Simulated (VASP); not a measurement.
Computed with PBE GGA, VASP's PBE PAW potentials (set 64) (plane waves; VASP).

VASP ran on this input.

POSCAR:
```
Tl
1
    3.4600000000     0.0000000000     0.0000000000
   -1.7300000000     2.9964480000     0.0000000000
    0.0000000000     0.0000000000     5.5200000000
Tl
2
Direct
  0.6666670000   0.3333330000   0.7500000000
  0.3333330000   0.6666670000   0.2500000000
```

**KPOINTS**
```
Automatic mesh
0
Gamma
11 11 6
0 0 0
```

### INCAR
```
SYSTEM = Tl
PREC = Accurate
ENCUT = 480
EDIFF = 1E-6
NELM = 100
ALGO = Normal
LREAL = .FALSE.
LASPH = .TRUE.
ISMEAR = 1
SIGMA = 0.1
GGA = PE
LMAXMIX = 4
LWAVE = .FALSE.
LCHARG = .FALSE.
IBRION = 2
ISIF = 3
NSW = 60
EDIFFG = -0.01
```

POTCAR, in this order: Tl_d (PBE.64 set). Program: vasp_std.

Output

### OSZICAR
```
       N       E                     dE             d eps       ncg     rms          rms(c)
DAV:   1     0.121409378594E+03    0.12141E+03   -0.13971E+04  2192   0.136E+03
DAV:   2    -0.241855606998E+01   -0.12383E+03   -0.12239E+03  2326   0.285E+02
DAV:   3    -0.444824767659E+01   -0.20297E+01   -0.20193E+01  2644   0.323E+01
DAV:   4    -0.446086046262E+01   -0.12613E-01   -0.12523E-01  2393   0.248E+00
DAV:   5    -0.446098870753E+01   -0.12824E-03   -0.12824E-03  2500   0.272E-01    0.313E+00
DAV:   6    -0.441586607273E+01    0.45123E-01   -0.86905E-02  2264   0.253E+00    0.218E+00
DAV:   7    -0.440801272084E+01    0.78534E-02   -0.40608E-02  2291   0.172E+00    0.701E-01
DAV:   8    -0.440733814556E+01    0.67458E-03   -0.35400E-03  2236   0.491E-01    0.379E-02
DAV:   9    -0.440734365513E+01   -0.55096E-05   -0.20143E-05  2623   0.428E-02    0.118E-02
DAV:  10    -0.440734932811E+01   -0.56730E-05   -0.61191E-06  2268   0.229E-02    0.201E-03
DAV:  11    -0.440734958305E+01   -0.25495E-06   -0.46236E-07  1204   0.566E-03
   1 F= -.44073496E+01 E0= -.44068719E+01  d E =-.440735E+01
       N       E                     dE             d eps       ncg     rms          rms(c)
DAV:   1    -0.629249308136E+01   -0.18851E+01   -0.35877E+01  2181   0.557E+01    0.843E+00
DAV:   2    -0.471237654628E+01    0.15801E+01   -0.30481E+00  2176   0.143E+01    0.267E+00
DAV:   3    -0.447025941167E+01    0.24212E+00   -0.72810E-01  2184   0.723E+00    0.223E+00
DAV:   4    -0.445714253982E+01    0.13117E-01   -0.20434E-02  2207   0.972E-01    0.359E-01
DAV:   5    -0.445566219079E+01    0.14803E-02   -0.64373E-03  2369   0.682E-01    0.458E-02
DAV:   6    -0.445565640869E+01    0.57821E-05   -0.14583E-04  2204   0.970E-02    0.316E-02
DAV:   7    -0.445565645587E+01   -0.47179E-07   -0.12530E-05  2281   0.311E-02    0.696E-03
DAV:   8    -0.445565666089E+01   -0.20503E-06   -0.37838E-07  1176   0.490E-03
   2 F= -.44556567E+01 E0= -.44552488E+01  d E =-.483071E-01
       N       E                     dE             d eps       ncg     rms          rms(c)
DAV:   1    -0.451604374752E+01   -0.60387E-01   -0.11315E+00  2179   0.954E+00    0.143E+00
DAV:   2    -0.446398410731E+01    0.52060E-01   -0.11129E-01  2176   0.276E+00    0.451E-01
DAV:   3    -0.445683402769E+01    0.71501E-02   -0.24076E-02  2181   0.132E+00    0.346E-01
DAV:   4    -0.445651607652E+01    0.31795E-03   -0.88511E-04  2212   0.173E-01    0.283E-02
DAV:   5    -0.445648264440E+01    0.33432E-04   -0.28149E-04  2305   0.142E-01    0.171E-02
DAV:   6    -0.445648002685E+01    0.26176E-05   -0.88689E-06  2257   0.244E-02    0.219E-03
DAV:   7    -0.445647981213E+01    0.21471E-06   -0.16209E-07  1094   0.392E-03
   3 F= -.44564798E+01 E0= -.44560446E+01  d E =-.491302E-01
       N       E                     dE             d eps       ncg     rms          rms(c)
DAV:   1    -0.445751483972E+01   -0.10348E-02   -0.19340E-02  2179   0.124E+00    0.185E-01
DAV:   2    -0.445661087512E+01    0.90396E-03   -0.19716E-03  2176   0.369E-01    0.581E-02
DAV:   3    -0.445649241963E+01    0.11846E-03   -0.41342E-04  2181   0.174E-01    0.436E-02
DAV:   4    -0.445649296240E+01   -0.54277E-06   -0.17285E-05  2202   0.236E-02    0.523E-03
DAV:   5    -0.445649188631E+01    0.10761E-05   -0.48594E-06  2175   0.185E-02    0.307E-03
DAV:   6    -0.445649198569E+01   -0.99380E-07   -0.13485E-07  1091   0.308E-03
   4 F= -.44564920E+01 E0= -.44560604E+01  d E =-.491424E-01
       N       E                     dE             d eps       ncg     rms          rms(c)
DAV:   1    -0.446003446296E+01   -0.35426E-02   -0.12294E-01  2237   0.275E+00    0.246E-01
DAV:   2    -0.445799204279E+01    0.20424E-02   -0.16880E-03  2235   0.420E-01    0.141E-01
DAV:   3    -0.445703292184E+01    0.95912E-03   -0.15960E-03  2252   0.393E-01    0.398E-02
DAV:   4    -0.445702652940E+01    0.63924E-05   -0.13297E-04  2286   0.960E-02    0.823E-03
DAV:   5    -0.445702575449E+01    0.77491E-06   -0.66652E-06  2322   0.245E-02
   5 F= -.44570258E+01 E0= -.44565744E+01  d E =-.533769E-03
       N       E                     dE             d eps       ncg     rms          rms(c)
DAV:   1    -0.448443414669E+01   -0.27408E-01   -0.11062E+00  2237   0.824E+00    0.732E-01
DAV:   2    -0.446657736443E+01    0.17857E-01   -0.14554E-02  2227   0.123E+00    0.420E-01
DAV:   3    -0.445808706499E+01    0.84903E-02   -0.14081E-02  2258   0.116E+00    0.117E-01
DAV:   4    -0.445804656613E+01    0.40499E-04   -0.11638E-03  2268   0.284E-01    0.245E-02
DAV:   5    -0.445803833343E+01    0.82327E-05   -0.59480E-05  2329   0.736E-02    0.136E-02
DAV:   6    -0.445803727347E+01    0.10600E-05   -0.53169E-06  2239   0.215E-02    0.152E-03
DAV:   7    -0.445803726060E+01    0.12871E-07   -0.13988E-07  1092   0.336E-03
   6 F= -.44580373E+01 E0= -.44574284E+01  d E =-.154527E-02
       N       E                     dE             d eps       ncg     rms          rms(c)
DAV:   1    -0.446116505385E+01   -0.31278E-02   -0.13078E-01  2222   0.283E+00    0.251E-01
DAV:   2    -0.445907625857E+01    0.20888E-02   -0.16888E-03  2251   0.426E-01    0.145E-01
DAV:   3    -0.445807653407E+01    0.99972E-03   -0.16618E-03  2260   0.406E-01    0.386E-02
DAV:   4    -0.445807183114E+01    0.47029E-05   -0.13537E-04  2243   0.976E-02    0.833E-03
DAV:   5    -0.445807101345E+01    0.81769E-06   -0.64351E-06  2357   0.244E-02
   7 F= -.44580710E+01 E0= -.44573715E+01  d E =-.157903E-02
```

**OUTCAR**
```
------------------------ aborting loop because EDIFF is reached ----------------------------------------
  FORCE on cell =-STRESS in cart. coord.  units (eV):
  Direction    XX          YY          ZZ          XY          YZ          ZX
  --------------------------------------------------------------------------------------
  Total       -0.0179899     -0.0179899      0.0144460      0.0000000     -0.0000000      0.0000000
  in kB       -0.4573793     -0.4573794      0.3672779      0.0000000     -0.0000000      0.0000000
  external PRESSURE =      -0.1824936 kB  Pullay stress =       0.0000000 kB
  volume of cell :       63.02
      direct lattice vectors                 reciprocal lattice vectors
     3.595028359 -0.000000000 -0.000000000     0.278161923  0.160596855 -0.000000000
    -1.797514180  3.113386001  0.000000000     0.000000000  0.321193710  0.000000000
     0.000000000 -0.000000000  5.630237992    -0.000000000 -0.000000000  0.177612385
 POSITION                                       TOTAL-FORCE (eV/Angst)
 -----------------------------------------------------------------------------------
      1.79752      1.03779      4.22268         0.000000     -0.000000      0.000000
     -0.00000      2.07559      1.40756        -0.000000      0.000000     -0.000000
 -----------------------------------------------------------------------------------
    total drift:                               -0.000426      0.000222      0.000011
  FREE ENERGIE OF THE ION-ELECTRON SYSTEM (eV)
  ---------------------------------------------------
  free  energy   TOTEN  =        -4.4580710134 eV

  energy  without entropy=       -4.4559724582  energy(sigma->0) =       -4.45737150

 reached required accuracy - stopping structural energy minimisation
```
(Selected blocks of OUTCAR.)

CONTCAR:
```
Tl
   1.00000000000000
     3.5950283590919794   -0.0000000000000001   -0.0000000000000000
    -1.7975141795459897    3.1133860014160324    0.0000000000000000
     0.0000000000000000   -0.0000000000000000    5.6302379924939245
  Tl
     2
Direct
     0.6666669999999968    0.3333330000000032    0.7500000000000000
     0.3333330000000032    0.6666669999999968    0.2500000000000000
```

Energy and stress use the plane-wave basis of the starting cell.

The compound is Tl in the hcp structure. This run relaxes it. Symmetry was kept, so distortions that lower it aren't found.
